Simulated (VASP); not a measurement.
# Pd8CO (Palladium) in VASP: further runs

The runs below take Pd8CO (Palladium) through single point, with PBE.

Program: VASP 6.6.1. These are calculated values, not measurements. Logs are shortened: lines on timing, memory, paths and dates and some standing lists are left out, and cuts for length are marked.

**1. The structure**

The cell holds a slab with vacuum, 10 atoms: a = 3.942 Å, b = 3.942 Å, c = 26.064 Å, α = 90.00°, β = 90.00°, γ = 90.00°.

**2. Single point, PBE ((1 0 0) slab, atoms relaxed)**

INCAR reads:

```
ALGO = Fast ; DIPOL = 0.5 0.5 0.500
EDIFF = 1E-6 ; ENCUT = 520
GGA = PE ; IDIPOL = 3
ISIF = 2 ; ISMEAR = 0
LASPH = T ; LCHARG = T
LDIPOL = T ; LELF = T
LREAL = F ; LVACPOTAV = T
LVHAR = T ; LWAVE = F
NBANDS = 44 ; NELM = 60
PREC = Accurate ; SIGMA = 0.1
```

KPOINTS reads:

```
k-points
0
Gamma
  12 12 1
```

POSCAR reads:

```
Pd
1.0
    2.7876806225      0.0000000000      0.0000000000
    0.0000000000      2.7876806225      0.0000000000
    0.0000000000      0.0000000000     26.8271272317
Pd
7
Direct
    0.5000000000      0.5000000000      0.2809435157
    0.0000000000      0.0000000000      0.3533816826
    0.5000000000      0.5000000000      0.4266306452
    0.0000000000      0.0000000000      0.4999999976
    0.5000000000      0.5000000000      0.5733693524
    0.0000000000      0.0000000000      0.6466183187
    0.5000000000      0.5000000000      0.7190564878
```

Potentials or basis: VASP PAW PBE potentials, release 64 (Pd).

Launch:

```console
$ cat potpaw_PBE.64/Pd/POTCAR > POTCAR
$ mpirun -np 1 vasp_std > vasp.out
```

OUTCAR:

```text
EDIFF = 1E-6
   ENCUT = 520
   GGA = PE
   ISIF = 2
   ISMEAR = 0
   LASPH = T
   LREAL = F
   NELM = 60
   PREC = Accurate

 ion  position               nearest neighbor table
   1  0.500  0.500  0.281-   2 2.77   2 2.77   2 2.77   2 2.77
   2  0.000  0.000  0.353-   1 2.77   1 2.77   1 2.77   1 2.77   3 2.78   3 2.78   3 2.78   3 2.78

   3  0.500  0.500  0.427-   2 2.78   2 2.78   2 2.78   2 2.78   4 2.79   4 2.79   4 2.79   4 2.79

   4  0.000  0.000  0.500-   3 2.79   3 2.79   3 2.79   3 2.79   5 2.79   5 2.79   5 2.79   5 2.79

   5  0.500  0.500  0.573-   6 2.78   6 2.78   6 2.78   6 2.78   4 2.79   4 2.79   4 2.79   4 2.79

   6  0.000  0.000  0.647-   7 2.77   7 2.77   7 2.77   7 2.77   5 2.78   5 2.78   5 2.78   5 2.78

   7  0.500  0.500  0.719-   6 2.77   6 2.77   6 2.77   6 2.77

  LATTYP: Found a simple tetragonal cell.
 ALAT       =     2.7876806225
 C/A-ratio  =     9.6234579439

  Lattice vectors:

 A1 = (   2.7876806225,   0.0000000000,   0.0000000000)
 A2 = (   0.0000000000,   2.7876806225,   0.0000000000)
 A3 = (   0.0000000000,   0.0000000000,  26.8271272317)

Analysis of symmetry for initial positions (statically):
=====================================================================
 Subroutine PRICEL returns:
 Original cell was already a primitive cell.

 Routine SETGRP: Setting up the symmetry group for a
 simple tetragonal supercell.

 Subroutine GETGRP returns: Found 16 space group operations
 (whereof 16 operations were pure point group operations)
 out of a pool of 16 trial point group operations.

The static configuration has the point symmetry D_4h.

Analysis of symmetry for dynamics (positions and initial velocities):
=====================================================================
 Subroutine PRICEL returns:
 Original cell was already a primitive cell.

 Routine SETGRP: Setting up the symmetry group for a
 simple tetragonal supercell.

 Subroutine GETGRP returns: Found 16 space group operations
 (whereof 16 operations were pure point group operations)
 out of a pool of 16 trial point group operations.

The dynamic configuration has the point symmetry D_4h.

 Subroutine INISYM returns: Found 16 space group operations
 (whereof 16 operations are pure point group operations),
 and found     1 'primitive' translations

----------------------------------------------------------------------------------------

                                     Primitive cell

  volume of cell :     208.4780

  direct lattice vectors                    reciprocal lattice vectors
     2.787680622  0.000000000  0.000000000     0.358721150  0.000000000  0.000000000
     0.000000000  2.787680622  0.000000000     0.000000000  0.358721150  0.000000000
     0.000000000  0.000000000 26.827127232     0.000000000  0.000000000  0.037275702

  length of vectors
     2.787680622  2.787680622 26.827127232     0.358721150  0.358721150  0.037275702

  position of ions in fractional coordinates (direct lattice)
     0.500000000  0.500000000  0.280943516
     0.000000000  0.000000000  0.353381683
     0.500000000  0.500000000  0.426630645
     0.000000000  0.000000000  0.499999998
     0.500000000  0.500000000  0.573369352
     0.000000000  0.000000000  0.646618319
     0.500000000  0.500000000  0.719056488

  ion indices of the primitive-cell ions
   primitive index   ion index
                 1           1
                 2           2
                 3           3
                 4           4
                 5           5
                 6           6
                 7           7

----------------------------------------------------------------------------------------

 KPOINTS: k-points

Automatic generation of k-mesh.
 Grid dimensions read from file:
 generate k-points for:   12   12    1

 Generating k-lattice:

  Cartesian coordinates                     Fractional coordinates (reciprocal lattice)
     0.029893429  0.000000000  0.000000000     0.083333333  0.000000000  0.000000000
     0.000000000  0.029893429  0.000000000     0.000000000  0.083333333  0.000000000
     0.000000000  0.000000000  0.037275702     0.000000000  0.000000000  1.000000000

  Length of vectors
     0.029893429  0.029893429  0.037275702

  Shift w.r.t. Gamma in fractional coordinates (k-lattice)
     0.000000000  0.000000000  0.000000000

 Subroutine IBZKPT returns following result:
 ===========================================

 Found     28 irreducible k-points:

 Following reciprocal coordinates:
            Coordinates               Weight
  0.000000  0.000000  0.000000      1.000000
  0.083333  0.000000  0.000000      4.000000
  0.166667  0.000000  0.000000      4.000000
  0.250000  0.000000  0.000000      4.000000
  0.333333  0.000000  0.000000      4.000000
  0.416667  0.000000  0.000000      4.000000
[... 16 lines left out ...]
  0.333333  0.333333  0.000000      4.000000
  0.416667  0.333333  0.000000      8.000000
 [... further k-points ...]
   k-points           NKPTS =     28   k-points in BZ     NKDIM =     28   number of bands    NBANDS=     44
   number of dos      NEDOS =    301   number of ions     NIONS =      7
   total plane-waves  NPLWV = 115200
   dimension x,y,z NGX =    24 NGY =   24 NGZ =  200
   dimension x,y,z NGXF=    48 NGYF=   48 NGZF=  400
   ions per type =               7
   NGX,Y,Z   is equivalent  to a cutoff of  14.31, 14.31, 12.39 a.u.
   NGXF,Y,Z  is equivalent  to a cutoff of  28.63, 28.63, 24.79 a.u.
 SYSTEM =  unknown system
   PREC   = accura    normal or accurate (medium, high low for compatibility)
   ISTART =      0    job   : 0-new  1-cont  2-samecut
   ICHARG =      2    charge: 1-file 2-atom 10-const
   ISPIN  =      1    spin polarized calculation?
   LNONCOLLINEAR =      F non collinear calculations
   LSORBIT =      F    spin-orbit coupling
   LASPH  =      T    aspherical Exc in radial PAW
   ENCUT  =  520.0 eV  38.22 Ry    6.18 a.u.   5.18  5.18 49.88*2*pi/ulx,y,z
   NELM   =     60;   NELMIN=  2; NELMDL= -5     # of ELM steps
   EDIFF  = 0.1E-05   stopping-criterion for ELM
   LREAL  =      F    real-space projection
   EDIFFG = 0.1E-04   stopping-criterion for IOM
   NSW    =      0    number of steps for IOM
   IBRION =     -1    ionic relax: 0-MD 1-quasi-New 2-CG
   NFREE  =      0    steps in history (QN), initial steepest desc. (CG)
   ISIF   =      2    stress and relaxation
   ISYM   =      2    0-nonsym 1-usesym 2-fastsym
   POTIM  = 0.5000    time-step for ionic-motion
   TEBEG  =    0.0;   TEEND  =   0.0 temperature during run
   PSTRESS=    0.0 pullay stress
   NELECT =      70.0000    total number of electrons
   NUPDOWN=      -1.0000    fix difference up-down
   EMIN   =  10.00;   EMAX   =-10.00  energy-range for DOS
   EFERMI =   0.00;   METHOD = LEGACY
   ISMEAR =     0;   SIGMA  =   0.10  broadening in eV -4-tet -1-fermi 0-gaus
   EFERMI_NEDOS =   21; number of points for ismear=-14 and -15
   IALGO  =     68    algorithm
   IMIX   =      4    mixing-type and parameters
     AMIX     =   0.40;   BMIX     =  1.00
     AMIX_MAG =   1.60;   BMIX_MAG =  1.00
  volume/ion in A,a.u.               =      29.78       200.98
  Fermi-wavevector in a.u.,A,eV,Ry     =   1.137856  2.150237 17.615696  1.294717
  Thomas-Fermi vector in A             =   2.274561
   LORBIT       =      0    0 simple, 1 ext, 2 COOP (PROOUT), +10 PAW based schemes
   GGA     = PE    functional components
   LHFCALC =     F    Hartree Fock is set to
   AEXX    =    0.0000 exact exchange contribution
   IVDW    =     0    specifies the selected vdW correction
   LEPSILON=     F    determine dielectric tensor
   LRPA    =     F    only Hartree local field effects (RPA)
 non-spin polarized calculation
 RMM-DIIS sequential band-by-band and
 Gauss-broadening in eV      SIGMA  =   0.10
  energy-cutoff  :      520.00
  volume of cell :      208.48
 maximum number of plane-waves:      5659
 NGX is ok and might be reduce to    24
   NGX = 11   NGY = 11   NGZ = 99

 dipolmoment           0.000000      0.000000     -0.000000 electrons x Angstroem

 number of electron      70.0000029 magnetization

 dipolmoment           0.000000      0.000000      0.000000 electrons x Angstroem

 Free energy of the ion-electron system (eV)
  ---------------------------------------------------
  ext. energy  EPLUGINS =         0.00000000
  ---------------------------------------------------
  free energy    TOTEN  =       -35.07880444 eV

  energy without entropy =      -34.98562644  energy(sigma->0) =      -35.03221544

 E-fermi :   2.2348     XC(G=0):  -7.3181

 val. band max:        2.2324527905   @ k =   0.5000   0.1667   0.0000
 cond. band min:       2.2440685275   @ k =   0.5000   0.2500   0.0000
 fundamental gap:      0.0116157370
 Fermi energy:         2.2348458689

 k-point     1 :       0.0000    0.0000    0.0000
  band No.  band energies     occupation
      1      -4.4041      2.00000
      2      -3.7918      2.00000
      3      -2.9522      2.00000
      4      -2.7400      2.00000
      5      -2.5180      2.00000
      6      -2.4957      2.00000
[... 36 lines left out ...]
     43       5.2454      0.00000
     44       7.2168      0.00000

 k-point     2 :       0.0833    0.0000    0.0000
  band No.  band energies     occupation
      1      -4.2458      2.00000
      2      -3.6474      2.00000
      3      -2.8301      2.00000
      4      -2.6415      2.00000
      5      -2.4176      2.00000
      6      -2.4007      2.00000
[... 36 lines left out ...]
     43       5.7578      0.00000
     44       7.3593      0.00000

 k-point     3 :       0.1667    0.0000    0.0000
  band No.  band energies     occupation
      1      -3.7996      2.00000
      2      -3.2663      2.00000
      3      -2.5746      2.00000
      4      -2.4242      2.00000
      5      -2.2543      2.00000
      6      -2.0801      2.00000
[... 976 lines left out ...]
     43       9.9385      0.00000
     44      10.0114      0.00000

 k-point    24 :       0.4167    0.3333    0.0000
  band No.  band energies     occupation
      1      -2.3598      2.00000
      2      -2.2895      2.00000
      3      -2.1877      2.00000
      4      -2.1528      2.00000
      5      -1.9458      2.00000
      6      -1.8804      2.00000
[... 36 lines left out ...]
     43       9.5338      0.00000
     44       9.7281      0.00000

 [... further k-points ...]

------------------------ aborting loop because EDIFF is reached ----------------------------------------

  FORCE on cell =-STRESS in cart. coord.  units (eV):
  Direction    XX          YY          ZZ          XY          YZ          ZX
  --------------------------------------------------------------------------------------
  -------------------------------------------------------------------------------------
  Total       -2.0253246     -2.0253246     -0.1919616      0.0000000      0.0000000     -0.0000000
  in kB      -15.5648531    -15.5648531     -1.4752472      0.0000000      0.0000000     -0.0000000
  external PRESSURE =     -10.8683178 kB  Pullay stress =       0.0000000 kB

 VOLUME and BASIS-vectors are now :
 -----------------------------------------------------------------------------
  energy-cutoff  :      520.00
  volume of cell :      208.48
      direct lattice vectors                 reciprocal lattice vectors
     2.787680622  0.000000000  0.000000000     0.358721150  0.000000000  0.000000000
     0.000000000  2.787680622  0.000000000     0.000000000  0.358721150  0.000000000
     0.000000000  0.000000000 26.827127232     0.000000000  0.000000000  0.037275702

 POSITION                                       TOTAL-FORCE (eV/Angst)
 -----------------------------------------------------------------------------------
      1.39384      1.39384      7.53691        -0.000000      0.000000      0.011933
      0.00000      0.00000      9.48022         0.000000     -0.000000     -0.000706
      1.39384      1.39384     11.44527         0.000000      0.000000     -0.000597
      0.00000      0.00000     13.41356         0.000000     -0.000000      0.000000
      1.39384      1.39384     15.38185         0.000000     -0.000000      0.000597
      0.00000      0.00000     17.34691         0.000000     -0.000000      0.000706
      1.39384      1.39384     19.29022         0.000000     -0.000000     -0.011933
 -----------------------------------------------------------------------------------
    total drift:                                0.000000     -0.000000      0.000005

  FREE ENERGIE OF THE ION-ELECTRON SYSTEM (eV)
  ---------------------------------------------------
  free  energy   TOTEN  =       -35.0788044393 eV

  energy  without entropy=      -34.9856264358  energy(sigma->0) =      -35.03221544

 vacuum level on the upper side and lower side of the slab         7.337         7.337
```

Run time: 9 min. Hardware: 1 thread of AMD EPYC 7R43 (Zen 3), shared host; peak memory 0.39 GiB.

What came out:

- Free energy: -35.0788 eV
- Largest force: 0.012 eV/Å
- Band gap on the k mesh: none (metal or under the smearing width)
- Work function of the upper face: 5.10 eV
- Work function of the lower face: 5.10 eV

Forces on the atoms (eV/Å):
```
Pd   0.000  0.000  0.012
Pd   0.000  0.000 -0.001
Pd   0.000  0.000 -0.001
Pd   0.000  0.000  0.000
Pd   0.000  0.000  0.001
Pd   0.000  0.000  0.001
Pd   0.000  0.000 -0.012
```

**3. Single point, PBE (clean slab, lower half held)**

INCAR reads:

```
SYSTEM = Pd
  PREC = Accurate
  ENCUT = 520
  EDIFF = 1E-7
  ISMEAR = 0
  SIGMA = 0.1
  LREAL = .False.
  LASPH = .True.
  NELM = 100
  ALGO = Fast
  ISIF = 2
  LWAVE = .False.
  LCHARG = .False.
  LDIPOL = .True.
  IDIPOL = 3
  DIPOL = 0.5 0.5 0.499
  GGA = PE
  NBANDS = 50
```

KPOINTS reads:

```
Automatic mesh
0
Gamma
  7 7 1
  0 0 0
```

POSCAR reads:

```
Pd
1.0
    3.9423757419      0.0000000000      0.0000000000
    0.0000000000      3.9423757419      0.0000000000
    0.0000000000      0.0000000000     22.9135636128
Pd
8
Direct
    0.0000000000      0.5000000000      0.3709593210
    0.5000000000      0.0000000000      0.3709593210
    0.5000000000      0.5000000000      0.4569864403
    0.0000000000      0.0000000000      0.4569864403
    0.0000000000      0.5000000000      0.5421287392
    0.5000000000      0.0000000000      0.5421287392
    0.5000000000      0.5000000000      0.6266735294
    0.0000000000      0.0000000000      0.6266735294
```

Potentials or basis: VASP PAW PBE potentials, release 64 (Pd).

Launch:

```console
$ cat potpaw_PBE.64/Pd/POTCAR > POTCAR
$ mpirun -np 1 vasp_std > vasp.out
```

It took 3.5 min on 1 thread of Intel Xeon 6975P-C (Granite Rapids), shared host; peak memory 0.46 GiB.

The run converged. Its results:

```yaml
Free_energy: -38.7981 eV
Largest_force: 0.161 eV/Å
Band_gap_on_the_k_mesh: none (metal or under the smearing width)
```

Forces on the atoms (eV/Å):
```
Pd   0.000  0.000  0.161
Pd   0.000  0.000  0.161
Pd   0.000  0.000 -0.149
Pd   0.000  0.000 -0.149
Pd   0.000  0.000 -0.001
Pd   0.000  0.000 -0.001
Pd   0.000  0.000 -0.011
Pd   0.000  0.000 -0.011
```

Levels at points of the mesh, in eV from the Fermi level:
| k point | band 36 | band 37 | band 38 | band 39 | band 40 | band 41 | band 42 | band 43 | band 44 | band 45 |
| --- | --- | --- | --- | --- | --- | --- | --- | --- | --- | --- |
| (0.00, 0.00, 0.00) | -0.17 | -0.01 | 0.11 | 0.11 | 0.25 | 0.27 | 0.55 | 0.59 | 1.21 | 2.75 |

(Continued in part 2 of 2.)
